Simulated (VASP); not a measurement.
Computed with PBEsol GGA, VASP's PBE PAW potentials (set 64) (plane waves; VASP 6.6.1).

A VASP calculation is set up with these files.

KPOINTS:
```
Automatic mesh
0
Gamma
7 7 13
0 0 0
```

POSCAR:
```
TaZr3C4
1
   -0.0050667916     4.6113605502     4.6005306907
    4.6113605502    -0.0050667916     4.6005306907
    2.3031468792     2.3031468792    -0.0000000000
Zr C Ta
3 4 1
Direct
  1.0000000000   0.0000000000   0.0000000000
  1.0000000000   0.5000000000   0.0000000000
  0.5000000000   0.0000000000   0.0000000000
  0.2552934457   0.2552934457   0.4894131087
  0.2596314336   0.7403685664   0.5000000000
  0.7403685664   0.2596314336   0.5000000000
  0.7447065543   0.7447065543   0.5105868913
  0.5000000000   0.5000000000   0.0000000000
```

INCAR:
```
SYSTEM = TaZr3C4
PREC = Accurate
ENCUT = 520
EDIFF = 1E-7
NELM = 100
ALGO = Normal
LREAL = .FALSE.
LASPH = .TRUE.
ISMEAR = -5
GGA = PS
LMAXMIX = 6
LWAVE = .FALSE.
LCHARG = .TRUE.
LORBIT = 11
NEDOS = 601
ISIF = 2
```

POTCAR, in this order: Zr_sv C Ta_pv (PBE.64 set). Program: vasp_std.

Output of the run:

**OSZICAR**
```
       N       E                     dE             d eps       ncg     rms          rms(c)
DAV:   1     0.598187742074E+03    0.59819E+03   -0.34021E+04 13616   0.173E+03
DAV:   2    -0.459728921633E+02   -0.64416E+03   -0.62762E+03 16078   0.483E+02
DAV:   3    -0.962119713232E+02   -0.50239E+02   -0.49242E+02 21237   0.114E+02
DAV:   4    -0.987139943337E+02   -0.25020E+01   -0.24969E+01 19222   0.223E+01
DAV:   5    -0.988113890759E+02   -0.97395E-01   -0.97393E-01 18885   0.405E+00    0.476E+01
DAV:   6    -0.857482708852E+02    0.13063E+02   -0.86061E+01 15846   0.363E+01    0.195E+01
DAV:   7    -0.855636354287E+02    0.18464E+00   -0.51455E+00 18533   0.928E+00    0.108E+01
DAV:   8    -0.855207203860E+02    0.42915E-01   -0.53646E-01 18840   0.368E+00    0.147E+00
DAV:   9    -0.855088377809E+02    0.11883E-01   -0.98831E-02 16929   0.143E+00    0.530E-01
DAV:  10    -0.855097802381E+02   -0.94246E-03   -0.15297E-02 18342   0.606E-01    0.284E-01
DAV:  11    -0.855095910227E+02    0.18922E-03   -0.27931E-03 18351   0.321E-01    0.731E-02
DAV:  12    -0.855095841866E+02    0.68361E-05   -0.15960E-04 18386   0.659E-02    0.307E-02
DAV:  13    -0.855095763577E+02    0.78289E-05   -0.11172E-05 19587   0.207E-02    0.857E-03
DAV:  14    -0.855095773089E+02   -0.95120E-06   -0.10903E-06 16763   0.549E-03    0.274E-03
DAV:  15    -0.855095778597E+02   -0.55079E-06   -0.29794E-07 12653   0.251E-03    0.844E-04
DAV:  16    -0.855095776303E+02    0.22937E-06   -0.26117E-08  9203   0.115E-03    0.180E-04
DAV:  17    -0.855095776489E+02   -0.18556E-07   -0.86205E-09  9163   0.551E-04
   1 F= -.85509578E+02 E0= -.85509578E+02  d E =0.000000E+00
```

**OUTCAR**
```
------------------------ aborting loop because EDIFF is reached ----------------------------------------
  FORCE on cell =-STRESS in cart. coord.  units (eV):
  Direction    XX          YY          ZZ          XY          YZ          ZX
  --------------------------------------------------------------------------------------
  Total       -0.1498539     -0.1498539      0.1583784      0.0251188      0.0000000      0.0000000
  in kB       -2.4542171     -2.4542171      2.5938273      0.4113808      0.0000000      0.0000000
  external PRESSURE =      -0.7715356 kB  Pullay stress =       0.0000000 kB
  volume of cell :       97.83
      direct lattice vectors                 reciprocal lattice vectors
    -0.005066792  4.611360550  4.600530691    -0.108308864  0.108308864  0.108683114
     4.611360550 -0.005066792  4.600530691     0.108308864 -0.108308864  0.108683114
     2.303146879  2.303146879  0.000000000     0.217094274  0.217094274 -0.217366227
 POSITION                                       TOTAL-FORCE (eV/Angst)
 -----------------------------------------------------------------------------------
      0.00000      0.00000      0.00000         0.000000     -0.000000      0.000000
      2.30568     -0.00253      2.30027         0.000000     -0.000000      0.000000
     -0.00253      2.30568      2.30027         0.000000     -0.000000      0.000000
      2.30315      2.30315      2.34897         0.000000      0.000000      0.005798
      4.56436      2.34508      4.60053         0.002178     -0.002178      0.000000
      2.34508      4.56436      4.60053        -0.002178      0.002178      0.000000
      4.60629      4.60629      6.85209        -0.000000     -0.000000     -0.005798
      2.30315      2.30315      4.60053        -0.000000     -0.000000     -0.000000
 -----------------------------------------------------------------------------------
    total drift:                                0.000000      0.000000      0.000000
  FREE ENERGIE OF THE ION-ELECTRON SYSTEM (eV)
  ---------------------------------------------------
  free  energy   TOTEN  =       -85.5095776489 eV

  energy  without entropy=      -85.5095776489  energy(sigma->0) =      -85.50957765

 total charge

# of ion       s       p       d       tot
------------------------------------------
    1        2.175   6.043   1.667   9.885
    2        2.184   6.056   1.714   9.954
    3        2.184   6.056   1.714   9.954
    4        0.878   1.504   0.000   2.382
    5        0.873   1.502   0.000   2.375
    6        0.873   1.502   0.000   2.375
    7        0.878   1.504   0.000   2.382
    8        0.305   6.263   2.278   8.846
--------------------------------------------------
tot         10.349  30.431   7.373  48.153
```
(Selected blocks of OUTCAR.)

File OUTCAR:
```
 val. band max:        9.9783888565   @ k =   0.0000   0.0000   0.0000

 cond. band min:       9.6285859297   @ k =  -0.2857  -0.2857   0.3846


 Fermi energy:         9.7257795802

 k-point     1 :       0.0000    0.0000    0.0000
  band No.  band energies     occupation
      1     -38.6930      2.00000
      2     -38.4595      2.00000
      3     -38.4331      2.00000
      4     -25.1875      2.00000
      5     -25.1524      2.00000
      6     -25.0557      2.00000
      7     -17.3198      2.00000
      8     -17.1522      2.00000
      9     -16.8711      2.00000
     10     -16.6529      2.00000
     11     -16.5279      2.00000
     12     -16.3880      2.00000
     13     -16.3612      2.00000
     14     -16.3602      2.00000
     15     -16.3493      2.00000
     16      -2.7921      2.00000
     17      -1.2704      2.00000
     18       0.7355      2.00000
     19       1.0215      2.00000
     20       3.0246      2.00000
     21       3.5094      2.00000
     22       5.6480      2.00000
     23       5.6587      2.00000
     24       6.0217      2.00000
     25       6.0273      2.00000
     26       6.8886      2.00000
     27       6.9356      2.00000
     28       9.1193      2.00000
     29       9.1442      2.00000
     30       9.9031      1.78694
     31       9.9036      1.65276
     32       9.9784      1.20772
     33      10.1493     -0.00224
     34      10.1527      0.00000
     35      10.1643      0.00000
     36      11.7419      0.00000
     37      11.8276      0.00000

 k-point     2 :       0.1429   -0.0000    0.0000
  band No.  band energies     occupation
      1     -38.6913      2.00000
      2     -38.4591      2.00000
      3     -38.4353      2.00000
      4     -25.1867      2.00000
      5     -25.1517      2.00000
      6     -25.0557      2.00000
      7     -17.2910      2.00000
      8     -17.1400      2.00000
      9     -16.8600      2.00000
     10     -16.6474      2.00000
     11     -16.5467      2.00000
...
```

For a metal the tetrahedron method with Blöchl corrections gives inexact stress and forces. Unless said otherwise, spin-orbit coupling is left out, though it shifts the bands of the heavy elements here.

The structure was generated: TaZr3C4 was put into an ordered model structure (Cmmm), which need not be its known phase. It was relaxed first. The electron count is odd and the run is not spin-polarised, which forces a metal.
